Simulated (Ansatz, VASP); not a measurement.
## Cross-check of ScIr3C between VASP and Ansatz

One calculation is typed for both programs; each brings its own data sets. How far apart do they land? The cell is taken from a series of runs on this material, whose earlier steps may have relaxed, scaled, displaced or heated it; both programs get it as it stands.

Method: plane waves, with VASP 6.6.1 beside it; relaxation of cell and atoms at PBEsol, in Ansatz 0.2.0.

## Step 1: The structure

It takes space group Pm-3m (No. 221, cubic). The conventional cell has a = 4.586 Å, b = 4.586 Å, c = 4.586 Å, α = 90.00°, β = 90.00°, γ = 90.00°. Sc has 6 Ir at 2.29 Å nearest. Nearest to Ir lie 2 Sc at 2.29 Å. C has 12 Ir at 3.24 Å nearest. Farther neighbours are not listed.

## Step 2: VASP: relaxation of cell and atoms, PBEsol, pair 1

The relaxed volume is the usual yardstick between codes: in a stiff, nearly cubic crystal its relative difference is about their pressure difference at one cell divided by the bulk modulus.

Lines of VASP's logs that name or quote its potential files are left out, and so is its time.

The input, INCAR:

```
SYSTEM = ScIr3C
PREC = Accurate
ENCUT = 600
EDIFF = 1E-07
NELM = 120
ISMEAR = 1
SIGMA = 0.2
LREAL = .FALSE.
ALGO = Normal
GGA = PS
NBANDS = 27
LASPH = .TRUE.
LORBIT = 11
LWAVE = .FALSE.
LCHARG = .FALSE.
ISIF = 3
IBRION = 2
NSW = 80
EDIFFG = -0.005
GGA_COMPAT = .FALSE.
NELMIN = 4
KPAR = 2
```

The input, POSCAR:

```
ScIr3C
1.0
    4.5856200000      0.0000000000      0.0000000000
    0.0000000000      4.5856200000      0.0000000000
    0.0000000000      0.0000000000      4.5856200000
Sc Ir C
1 3 1
Direct
    0.0000000000      0.0000000000      0.0000000000
    0.5000000000      0.0000000000      0.0000000000
    0.0000000000      0.5000000000      0.0000000000
    0.0000000000      0.0000000000      0.5000000000
    0.5000000000      0.5000000000      0.5000000000
```

The input, KPOINTS:

```
Automatic mesh
0
Gamma
8 8 8
0 0 0
```

PAW data sets: Sc_sv, Ir and C (PBE family, release 64).

Started as:

```sh
$ mpirun -np 2 vasp_std
```

Numbers of over 12 decimals in the logs are rounded to 6 here.

The log of the run:

```text
[banner, memory and clock lines left out]
running    2 mpi-ranks, on    1 nodes
 distrk:  each k-point on    1 cores,    2 groups
 distr:  one band on    1 cores,    1 groups

 POSCAR found type information on POSCAR ScIrC
 POSCAR found :  3 types and       5 ions
|                                                                             |
|               ----> ADVICE to this user running VASP <----                  |
|                                                                             |
|     You enforced a specific xc type in the INCAR file but a different       |
|     [... a line on the potential file left out ...]
|     I HOPE YOU KNOW WHAT YOU ARE DOING!                                     |
|                                                                             |

 LDA part: xc-table for (Slater+PW92), standard interpolation
 POSCAR, INCAR and KPOINTS ok, starting setup
 FFT: planning ... GRIDC
 FFT: planning ... GRID_SOFT
 FFT: planning ... GRID
 WAVECAR not read
 entering main loop
       N       E                     dE             d eps       ncg     rms          rms(c)
DAV:   1     0.464668376234E+03    0.46467E+03   -0.19923E+04  1890   0.172E+03
DAV:   2     0.194552592377E+02   -0.44521E+03   -0.43501E+03  1890   0.485E+02
DAV:   3    -0.277575973727E+02   -0.47213E+02   -0.44949E+02  2826   0.143E+02
DAV:   4    -0.313261348948E+02   -0.35685E+01   -0.34149E+01  3068   0.452E+01
DAV:   5    -0.314676651669E+02   -0.14153E+00   -0.13814E+00  2763   0.687E+00    0.265E+01
DAV:   6    -0.302774871114E+02    0.11902E+01   -0.64187E+00  3500   0.171E+01    0.140E+01
DAV:   7    -0.303386460608E+02   -0.61159E-01   -0.24289E+00  3240   0.123E+01    0.605E+00
DAV:   8    -0.301453045045E+02    0.19334E+00   -0.16471E+00  3181   0.699E+00    0.277E+00
DAV:   9    -0.300636862680E+02    0.81618E-01   -0.37438E-01  3231   0.430E+00    0.783E-01
DAV:  10    -0.300630415670E+02    0.64470E-03   -0.29158E-02  2705   0.125E+00    0.129E-01
DAV:  11    -0.300626300818E+02    0.41149E-03   -0.30142E-03  2923   0.435E-01    0.489E-02
DAV:  12    -0.300626460892E+02   -0.16007E-04   -0.28885E-04  2463   0.110E-01    0.205E-02
DAV:  13    -0.300626481962E+02   -0.21070E-05   -0.32335E-05  2845   0.497E-02    0.516E-03
DAV:  14    -0.300626489755E+02   -0.77934E-06   -0.19088E-06  2726   0.921E-03    0.315E-03
DAV:  15    -0.300626486765E+02    0.29898E-06   -0.26807E-07  1577   0.580E-03    0.655E-04
DAV:  16    -0.300626486288E+02    0.47766E-07   -0.58149E-08  1221   0.254E-03
   1 F= -.30062649E+02 E0= -.30061885E+02  d E =-.300626E+02
 curvature:   0.00 expect dE= 0.000E+00 dE for cont linesearch  0.000E+00
 trial: gam= 0.00000 g(F)=  0.000E+00 g(S)=  0.988E-02 ort = 0.000E+00 (trialstep = 0.100E+01)
 search vector abs. value=  0.988E-02
 bond charge predicted
       N       E                     dE             d eps       ncg     rms          rms(c)
DAV:   1    -0.301668375066E+02   -0.10419E+00   -0.26848E+00  1958   0.186E+01    0.280E+00
DAV:   2    -0.301923836112E+02   -0.25546E-01   -0.10512E+00  2642   0.773E+00    0.278E+00
DAV:   3    -0.300687779049E+02    0.12361E+00   -0.44427E-01  2805   0.328E+00    0.742E-01
DAV:   4    -0.300630098274E+02    0.57681E-02   -0.49156E-02  2552   0.197E+00    0.330E-01
DAV:   5    -0.300631795333E+02   -0.16971E-03   -0.36651E-03  2422   0.484E-01    0.136E-01
DAV:   6    -0.300631860032E+02   -0.64699E-05   -0.44311E-04  2950   0.155E-01    0.230E-02
DAV:   7    -0.300631846750E+02    0.13282E-05   -0.54780E-05  2999   0.630E-02    0.127E-02
DAV:   8    -0.300631859069E+02   -0.12319E-05   -0.10323E-05  2521   0.199E-02    0.372E-03
DAV:   9    -0.300631859704E+02   -0.63479E-07   -0.10895E-06  2597   0.861E-03    0.138E-03
DAV:  10    -0.300631859853E+02   -0.14933E-07   -0.82393E-08  1188   0.235E-03
   2 F= -.30063186E+02 E0= -.30062693E+02  d E =-.537357E-03
 trial-energy change:   -0.000537  1 .order   -0.000606   -0.009879    0.008666
 step:   0.5271(harm=  0.5327)  dis= 0.00000  next Energy=   -30.065242 (dE=-0.259E-02)
 bond charge predicted
       N       E                     dE             d eps       ncg     rms          rms(c)
DAV:   1    -0.300883950983E+02   -0.25209E-01   -0.60054E-01  1952   0.876E+00    0.134E+00
DAV:   2    -0.300911042759E+02   -0.27092E-02   -0.20397E-01  2647   0.365E+00    0.115E+00
DAV:   3    -0.300663874121E+02    0.24717E-01   -0.77566E-02  2699   0.148E+00    0.303E-01
DAV:   4    -0.300651724741E+02    0.12149E-02   -0.84572E-03  2395   0.881E-01    0.135E-01
DAV:   5    -0.300652254476E+02   -0.52974E-04   -0.59496E-04  2526   0.213E-01    0.545E-02
DAV:   6    -0.300652369618E+02   -0.11514E-04   -0.98020E-05  2983   0.671E-02    0.103E-02
DAV:   7    -0.300652365838E+02    0.37795E-06   -0.14285E-05  3002   0.305E-02    0.783E-03
DAV:   8    -0.300652369421E+02   -0.35831E-06   -0.13388E-06  2905   0.882E-03    0.256E-03
DAV:   9    -0.300652370259E+02   -0.83786E-07   -0.47582E-07  2503   0.713E-03
   3 F= -.30065237E+02 E0= -.30064619E+02  d E =-.258840E-02
 curvature:  -0.27 expect dE=-0.282E-08 dE for cont linesearch -0.282E-08
 trial: gam= 0.00000 g(F)=  0.253E-67 g(S)=  0.106E-07 ort =-0.102E-04 (trialstep = 0.905E+00)
 search vector abs. value=  0.107E-07
 reached required accuracy - stopping structural energy minimisation
```

Parts of OUTCAR (step 2):

```text
ion  position               nearest neighbor table
   1  0.000  0.000  0.000-   2 2.29   3 2.29   4 2.29   4 2.29   3 2.29   2 2.29
   2  0.500  0.000  0.000-   1 2.29   1 2.29   4 3.24   4 3.24   3 3.24   3 3.24   3 3.24   4 3.24
                             4 3.24   3 3.24
   3  0.000  0.500  0.000-   1 2.29   1 2.29   4 3.24   4 3.24   2 3.24   2 3.24   4 3.24   4 3.24
                             2 3.24   2 3.24
   4  0.000  0.000  0.500-   1 2.29   1 2.29   3 3.24   2 3.24   2 3.24   3 3.24   3 3.24   3 3.24
                             2 3.24   2 3.24
   5  0.500  0.500  0.500-

  LATTYP: Found a simple cubic cell.
 ALAT       =     4.5856200000

 Subroutine GETGRP returns: Found 48 space group operations
 (whereof 48 operations were pure point group operations)

The static configuration has the point symmetry O_h .

 Found     35 irreducible k-points:

   k-points           NKPTS =     35   k-points in BZ     NKDIM =     35   number of bands    NBANDS=     27

   dimension x,y,z NGX =    40 NGY =   40 NGZ =   40
   dimension x,y,z NGXF=    80 NGYF=   80 NGZF=   80

   ENCUT  =  600.0 eV  44.10 Ry    6.64 a.u.   9.16  9.16  9.16*2*pi/ulx,y,z

   NELECT =      42.0000    total number of electrons

 k-points in reciprocal lattice and weights: Automatic mesh
   0.00000000  0.00000000  0.00000000       0.002
   0.12500000  0.00000000  0.00000000       0.012
   0.25000000  0.00000000  0.00000000       0.012
   0.37500000  0.00000000  0.00000000       0.012
   0.50000000  0.00000000  0.00000000       0.006
   0.12500000  0.12500000  0.00000000       0.023
   0.25000000  0.12500000  0.00000000       0.047
   0.37500000  0.12500000  0.00000000       0.047
   0.50000000  0.12500000  0.00000000       0.023
[...]
0.50000000  0.50000000  0.37500000       0.012
   0.50000000  0.50000000  0.50000000       0.002

 average (electrostatic) potential at core
       1 -44.5791       2 -53.7746       3 -53.7746       4 -53.7746       5 -53.8312

 E-fermi :   3.5354

 k-point     1 :       0.0000    0.0000    0.0000
  band No.  band energies     occupation
    ...
     16       2.7935      2.00000
     17       2.7935      2.00000
     18       2.7966      2.00000
     19       2.7966      2.00000
     20       2.7966      2.00000
     21       3.7373     -0.05221
     22       3.7373     -0.05221
     23       3.7373     -0.05221
     24       3.9909     -0.00590
     25       6.2897     -0.00000
    ...

 k-point     2 :       0.1250    0.0000    0.0000
  band No.  band energies     occupation
    ...
     16       2.3707      2.00000
     17       2.7634      2.00000
     18       2.9859      2.00071
     19       3.1616      2.02387
     20       3.1616      2.02387
     21       3.6757      0.07912
     22       3.6757      0.07912
     23       3.7375     -0.05237
     24       3.9019     -0.02642
     25       5.9812     -0.00000
    ...

 k-point     3 :       0.2500    0.0000    0.0000
  band No.  band energies     occupation
    ...
     16       2.0255      2.00000
     17       2.6826      2.00000
     18       2.9403      2.00021
     19       2.9403      2.00021
     20       3.1077      2.00997
     21       3.6362      0.25529
     22       3.7379     -0.05278
     23       3.9396     -0.01493
     24       3.9396     -0.01493
     25       5.5579     -0.00000
    ...

  Total       -0.0006047     -0.0006047     -0.0006047      0.0000000      0.0000000     -0.0000000
  in kB       -0.0099583     -0.0099583     -0.0099583      0.0000000      0.0000000     -0.0000000
  external PRESSURE =      -0.0099583 kB  Pullay stress =       0.0000000 kB

  energy-cutoff  :      600.00
  volume of cell :       97.29
      direct lattice vectors                 reciprocal lattice vectors
     4.599245079 -0.000000000  0.000000000     0.217426987 -0.000000000  0.000000000
     0.000000000  4.599245079  0.000000000     0.000000000  0.217426987  0.000000000
     0.000000000  0.000000000  4.599245079    -0.000000000 -0.000000000  0.217426987

 POSITION                                       TOTAL-FORCE (eV/Angst)
 -----------------------------------------------------------------------------------
      0.00000      0.00000      0.00000        -0.000000      0.000000      0.000000
      2.29962     -0.00000      0.00000        -0.000000      0.000000      0.000000
      0.00000      2.29962      0.00000        -0.000000      0.000000      0.000000
      0.00000      0.00000      2.29962        -0.000000      0.000000      0.000000
      2.29962      2.29962      2.29962         0.000000      0.000000      0.000000
 -----------------------------------------------------------------------------------
    total drift:                                0.000000      0.000000     -0.000000

  FREE ENERGIE OF THE ION-ELECTRON SYSTEM (eV)
  ---------------------------------------------------
  free  energy   TOTEN  =       -30.0652370259 eV

  energy  without entropy=      -30.0633825602  energy(sigma->0) =      -30.06461887

 reached required accuracy - stopping structural energy minimisation

 total charge
# of ion       s       p       d       tot
------------------------------------------
    1        2.416   6.391   2.049  10.856
    2        0.558   0.244   7.168   7.970
    3        0.558   0.244   7.168   7.970
    4        0.558   0.244   7.168   7.970
    5        1.086   0.798   0.000   1.884
--------------------------------------------------
tot          5.176   7.922  23.554  36.652

[... 3 further parts left out ...]
```

CONTCAR:

```
ScIr3C
   1.00000000000000
     4.5992450789472752   -0.0000000000000000    0.0000000000000000
     0.0000000000000000    4.5992450789472752    0.0000000000000000
     0.0000000000000000    0.0000000000000000    4.5992450789472752
  Sc              Ir              C
     1     3     1
Direct
     0.0000000000000000    0.0000000000000000    0.0000000000000000
     0.5000000000000000    0.0000000000000000    0.0000000000000000
     0.0000000000000000    0.5000000000000000    0.0000000000000000
     0.0000000000000000    0.0000000000000000    0.5000000000000000
     0.5000000000000000    0.5000000000000000    0.5000000000000000
```

(Continued in part 2 of 2.)

[Lines on the potential files, build, host, timing and source positions are cut from VASP's logs without a mark.]

[Logs are printed without paths, hosts, clocks, repeated set-up lines and the standing remarks that a program may print on its own settings, such as how far it seeks lower states.]

[Hosts, paths, dates, database ids (printed as entryN), source tags and the programs' standing remarks are cut or masked in the printed files.]
